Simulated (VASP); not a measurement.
VASP ran on this input.

POSCAR:
```
CdO
1.0
  0.0000000000   2.2978904994   2.2978904994
  2.2978904994   0.0000000000   2.2978904994
  2.2978904994   2.2978904994   0.0000000000
Cd O
1 1
direct
  0.0000000000   0.0000000000   0.0000000000
  0.5000000000   0.5000000000   0.5000000000
```

File KPOINTS:
```
Automatic mesh
0
Gamma
14 14 14
0 0 0
```

### INCAR
```
SYSTEM = CdO
PREC = Accurate
ENCUT = 620
EDIFF = 1E-6
NELM = 100
ALGO = Normal
LREAL = .FALSE.
LASPH = .TRUE.
ISMEAR = 1
SIGMA = 0.1
GGA = PE
LMAXMIX = 4
LWAVE = .FALSE.
LCHARG = .FALSE.
IBRION = 2
ISIF = 3
NSW = 40
EDIFFG = -0.02
PSTRESS = 200
```

POTCAR, in this order: Cd O (PBE.64 set). Program: vasp_std.

Question: Translate this PBE calculation to Ansatz.

Answer: One equivalent input (not run):
Ansatz 0.2 input:
```yaml
crystal:
  lattice:
    - [0.0000000, 2.2978905, 2.2978905]
    - [2.2978905, 0.0000000, 2.2978905]
    - [2.2978905, 2.2978905, 0.0000000]
  atoms:
    - { symbol: Cd, position: [0.0000000, 0.0000000, 0.0000000] }
    - { symbol: O, position: [0.5000000, 0.5000000, 0.5000000] }
kpoints:
  mp_grid: { grid: [14, 14, 14] }
hamiltonian:
  xc: pbe
  pseudopotentials: { kind: paw }
scf:
  occupations: { method: methfessel_paxton, width: 0.1 }
  max_iter: 100
relax:
  max_steps: 40
  f_tol: 0.02
  cell: { p_target: 20 }
output: { forces: true, stress: true, eigenvalues: true }
```
What does not carry over: each code has its own PAW files, so the cut-off isn't converted (ENCUT is set for VASP's; basis.ecutwfc is left out, and Ansatz then takes the one that its files recommend); Ansatz stops its SCF on the density residual and VASP on the energy change (EDIFF).

The compound is CdO in the rock salt structure. It was relaxed first under an external pressure of 20 GPa.
